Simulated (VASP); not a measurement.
Method: rev-vdW-DF2, VASP's PBE PAW potentials (set 64) (plane waves; VASP 6.6.1).

VASP ran on this input.

INCAR:
```
! general
SYSTEM   = WSi2
PREC     = Accurate
ENCUT    = 520
LREAL    = .FALSE.
LASPH    = .TRUE.

! electronic loop
EDIFF    = 1E-6
NELM     = 100
ALGO     = Normal
LMAXMIX  = 6

! smearing
ISMEAR   = 1
SIGMA    = 0.1

! functional
GGA      = MK
LUSE_VDW = .TRUE.
AGGAC    = 0.0
PARAM1   = 0.1234568
PARAM2   = 0.7114
ZAB_VDW  = -1.8867

! ions
IBRION   = 2
NSW      = 60
ISIF     = 3
EDIFFG   = -0.02

! output
LWAVE    = .FALSE.
LCHARG   = .FALSE.
```

File KPOINTS:
```
Regular mesh
0
Gamma
  12 12 12
```

### POSCAR
```
WSi2
1
   -1.6025933516     1.6025933516     3.9077674992
    1.6025933516    -1.6025933516     3.9077674992
    1.6025933516     1.6025933516    -3.9077674992
Si W
2 1
Direct
  0.6651243211   0.6651243211   0.0000000000
  0.3348756789   0.3348756789   0.0000000000
  0.0000000000   0.0000000000   0.0000000000
```

POTCAR, in this order: Si W_sv (PBE.64 set). Program: vasp_std.

Output

File OSZICAR:
```
       N       E                     dE             d eps       ncg     rms          rms(c)
DAV:   1     0.132908662829E+03    0.13291E+03   -0.11239E+04  4890   0.149E+03
DAV:   2    -0.167206722554E+02   -0.14963E+03   -0.14776E+03  5646   0.363E+02
DAV:   3    -0.208382462891E+02   -0.41176E+01   -0.40144E+01  6515   0.517E+01
DAV:   4    -0.208700348548E+02   -0.31789E-01   -0.31773E-01  5688   0.522E+00
DAV:   5    -0.208704242253E+02   -0.38937E-03   -0.38936E-03  6577   0.583E-01    0.256E+01
DAV:   6    -0.201818003681E+02    0.68862E+00   -0.41546E+00  5828   0.152E+01    0.896E+00
DAV:   7    -0.201129868615E+02    0.68814E-01   -0.27121E-01  5576   0.315E+00    0.458E+00
DAV:   8    -0.200951758345E+02    0.17811E-01   -0.41610E-02  6276   0.184E+00    0.267E-01
DAV:   9    -0.200949420586E+02    0.23378E-03   -0.12473E-03  5828   0.296E-01    0.151E-01
DAV:  10    -0.200949458958E+02   -0.38372E-05   -0.30140E-04  6199   0.169E-01    0.337E-02
DAV:  11    -0.200949422820E+02    0.36138E-05   -0.33232E-05  6122   0.480E-02    0.111E-02
DAV:  12    -0.200949421769E+02    0.10508E-06   -0.17487E-06  4160   0.938E-03
   1 F= -.20094942E+02 E0= -.20094971E+02  d E =-.200949E+02
       N       E                     dE             d eps       ncg     rms          rms(c)
DAV:   1    -0.205358042956E+02   -0.44086E+00   -0.10277E+01  5583   0.404E+01    0.818E+00
DAV:   2    -0.201352483700E+02    0.40056E+00   -0.30617E+00  5513   0.137E+01    0.126E+00
DAV:   3    -0.200870859404E+02    0.48162E-01   -0.18510E-01  5380   0.249E+00    0.674E-01
DAV:   4    -0.200764057207E+02    0.10680E-01   -0.25924E-02  5849   0.147E+00    0.462E-01
DAV:   5    -0.200761769334E+02    0.22879E-03   -0.45518E-03  6164   0.628E-01    0.331E-01
DAV:   6    -0.200759909033E+02    0.18603E-03   -0.14791E-03  5674   0.249E-01    0.120E-02
DAV:   7    -0.200759918522E+02   -0.94882E-06   -0.32345E-05  5891   0.438E-02    0.117E-02
DAV:   8    -0.200759917342E+02    0.11793E-06   -0.16723E-06  5271   0.834E-03
   2 F= -.20075992E+02 E0= -.20076082E+02  d E =0.189504E-01
       N       E                     dE             d eps       ncg     rms          rms(c)
DAV:   1    -0.202822535636E+02   -0.20626E+00   -0.40445E+00  5590   0.248E+01    0.543E+00
DAV:   2    -0.201234272635E+02    0.15883E+00   -0.92517E-01  5486   0.812E+00    0.769E-01
DAV:   3    -0.201085516158E+02    0.14876E-01   -0.38553E-02  5394   0.134E+00    0.445E-01
DAV:   4    -0.201042340611E+02    0.43176E-02   -0.87893E-03  5905   0.932E-01    0.390E-01
DAV:   5    -0.201041341438E+02    0.99917E-04   -0.95673E-04  6290   0.313E-01    0.174E-01
DAV:   6    -0.201041107504E+02    0.23393E-04   -0.29943E-04  5737   0.108E-01    0.954E-03
DAV:   7    -0.201041100504E+02    0.69994E-06   -0.10211E-05  5758   0.260E-02    0.803E-03
DAV:   8    -0.201041097422E+02    0.30819E-06   -0.28853E-07  2844   0.432E-03
   3 F= -.20104110E+02 E0= -.20104152E+02  d E =-.916757E-02
       N       E                     dE             d eps       ncg     rms          rms(c)
DAV:   1    -0.201041311891E+02   -0.21139E-04   -0.50974E-04  5604   0.283E-01    0.621E-02
DAV:   2    -0.201041109232E+02    0.20266E-04   -0.12905E-04  5563   0.939E-02    0.862E-03
DAV:   3    -0.201041089428E+02    0.19804E-05   -0.60112E-06  5289   0.157E-02    0.477E-03
DAV:   4    -0.201041085084E+02    0.43439E-06   -0.10861E-06  2578   0.104E-02
   4 F= -.20104109E+02 E0= -.20104150E+02  d E =-.916633E-02
```

**OUTCAR**
```
------------------------ aborting loop because EDIFF is reached ----------------------------------------
  FORCE on cell =-STRESS in cart. coord.  units (eV):
  Direction    XX          YY          ZZ          XY          YZ          ZX
  --------------------------------------------------------------------------------------
  Total        0.0363742      0.0363742     -0.0422000      0.0000000      0.0000000      0.0000000
  in kB        1.4266101      1.4266101     -1.6551026      0.0000000      0.0000000      0.0000000
  external PRESSURE =       0.3993725 kB  Pullay stress =       0.0000000 kB
  volume of cell :       40.85
      direct lattice vectors                 reciprocal lattice vectors
    -1.611650644  1.611650644  3.931846096     0.000000000  0.310240933  0.127166727
     1.611650644 -1.611650644  3.931846096     0.310240933  0.000000000  0.127166727
     1.611650644  1.611650644 -3.931846096     0.310240933  0.310240933  0.000000000
 POSITION                                       TOTAL-FORCE (eV/Angst)
 -----------------------------------------------------------------------------------
      0.00000      0.00000      5.23180         0.000000      0.000000      0.005741
      0.00000      0.00000      2.63189         0.000000      0.000000     -0.005741
      0.00000      0.00000      0.00000        -0.000000     -0.000000      0.000000
 -----------------------------------------------------------------------------------
    total drift:                                0.000000     -0.000000     -0.000000
  FREE ENERGIE OF THE ION-ELECTRON SYSTEM (eV)
  ---------------------------------------------------
  free  energy   TOTEN  =       -20.1041085084 eV

  energy  without entropy=      -20.1042338991  energy(sigma->0) =      -20.10415031

 reached required accuracy - stopping structural energy minimisation
```
(Selected blocks of OUTCAR.)

### CONTCAR
```
WSi2
   1.00000000000000
    -1.6116506439310430    1.6116506439310430    3.9318460962842221
     1.6116506439310430   -1.6116506439310430    3.9318460962842221
     1.6116506439310430    1.6116506439310430   -3.9318460962842221
  Si              W
     2     1
Direct
     0.6653108245806050    0.6653108245806050    0.0000000000000000
     0.3346891754193951    0.3346891754193951    0.0000000000000000
     0.0000000000000000    0.0000000000000000    0.0000000000000000
```

The compound is WSi2 in the MoSi2 type structure. This run relaxes it. Symmetry was kept, so distortions that lower it aren't found. The start is the result of an earlier pass.
